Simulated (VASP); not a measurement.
Data:

```
CELL_PARAMETERS angstrom
      1.60140    -2.77371     0.00000
      1.60140     2.77371     0.00000
      0.00000     0.00000     3.54960
ATOMIC_POSITIONS crystal
  Hf 0.00000 0.00000 0.00000
  B  0.33333 0.66667 0.50000
  B  0.66667 0.33333 0.50000
```

Calculation: PBE GGA, VASP's PBE PAW potentials (set 64) (plane waves; VASP). Run with 520 eV cut-off, 10×10×8 Γ-centred mesh, first-order Methfessel-Paxton smearing of 0.10 eV, potentials Hf_pv B.

Q: Give the stress tensor in GPa (positive for a compressed cell).

A: 
```
-13.44    0.00    0.00
  0.00  -13.44    0.00
  0.00    0.00  -11.02
```
The pressure is its mean diagonal, -12.63 GPa.

The compound is HfB2 in the AlB2 type structure. The cell was not relaxed at this level.
